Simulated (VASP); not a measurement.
An input for Ansatz (written as the equivalent of a VASP run, and not itself run):

Ansatz 0.2 input:
```yaml
crystal:
  lattice:
    - [0.0000000, 2.8300000, 2.8300000]
    - [2.8300000, 0.0000000, 2.8300000]
    - [2.8300000, 2.8300000, 0.0000000]
  atoms:
    - { symbol: Al, position: [0.0000000, 0.0000000, 0.0000000] }
    - { symbol: As, position: [0.2500000, 0.2500000, 0.2500000] }
kpoints:
  mp_grid: { grid: [8, 8, 8] }
hamiltonian:
  xc: pbe
  pseudopotentials: { kind: paw }
scf:
  occupations: { method: fermi_dirac, width: 0.05 }
  max_iter: 100
output: { forces: true, stress: true, eigenvalues: true }
```

Q: Translate this input to VASP (INCAR, KPOINTS, POSCAR, choice of POTCAR).

A: This is not unique; one that fits is 
INCAR:
```
ALGO = Normal
EDIFF = 1E-6
ENCUT = 300
GGA = PE
ISIF = 2
ISMEAR = -1
LASPH = .TRUE.
LCHARG = .FALSE.
LMAXMIX = 4
LREAL = .FALSE.
LWAVE = .FALSE.
NELM = 100
PREC = Accurate
SIGMA = 0.05
SYSTEM = AlAs
```

### KPOINTS
```
Automatic mesh
0
G
8 8 8
```

POSCAR:
```
AlAs
1
    0.0000000000     2.8300000000     2.8300000000
    2.8300000000     0.0000000000     2.8300000000
    2.8300000000     2.8300000000     0.0000000000
Al As
1 1
Direct
  0.0000000000   0.0000000000   0.0000000000
  0.2500000000   0.2500000000   0.2500000000
```

POTCAR, in this order: Al As (PBE.64 set). Program: vasp_std.

Limits of the translation: each code has its own PAW files, so the cut-off isn't converted (ENCUT is set for VASP's; basis.ecutwfc is left out, and Ansatz then takes the one that its files recommend); Ansatz stops its SCF on the density residual and VASP on the energy change (EDIFF).

The structure is a typed AlAs crystal (F-43m). The cell was not relaxed at this level.
